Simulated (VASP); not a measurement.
SiF:

```xyz
2
Lattice="3.0286 0.0000 0.0000 0.0000 3.0286 0.0000 0.0000 0.0000 3.0286" Properties=species:S:1:pos:R:3 pbc="T T T"
Si    1.5143    1.5143    1.5143
F     0.0000    0.0000    0.0000
```

The cell was built by a generator and needn't be a form met in nature.

```yaml
Program: VASP 6.6.1
Task: relaxation of cell and atoms
Functional: AM05
Potentials_or_basis: VASP PAW PBE potentials, release 64 (Si, F)
Cutoff: 600 eV
k_mesh: 9 × 9 × 9
Occupations: fermi-dirac, width 0.05 eV
Spin: no spin polarisation
```

At the start: pressure -3.8 GPa; volume 13.89 Å³/atom.

Q: How do energy, volume and symmetry change on relaxing?

A: Over 3 steps the energy falls by 8.6 meV/atom and the volume is 13.21 Å³/atom (-4.9 %); space group Pm-3m (No. 221, to 0.05 Å).

The path:
```tsv
step	energy change (eV)	largest force (eV/Å)	pressure (GPa)	volume (Å³)
1	0.0000	0.0000	-3.82	27.78
2	-0.0172	0.0000	-0.16	26.47
3	-0.0173	0.0000	-0.09	26.42
```

Final structure:
```
Si F
1.0
     2.97842    0.00000    0.00000
     0.00000    2.97842    0.00000
     0.00000    0.00000    2.97842
Si F
1 1
Cartesian
  1.4892 1.4892 1.4892
  0.0000 0.0000 0.0000
```

Caveat: the PAW data sets were made with another functional, which shifts forces and pressure a little; an odd number of electrons without spin polarisation forces a metal; a magnetic or distorted state may lie lower.
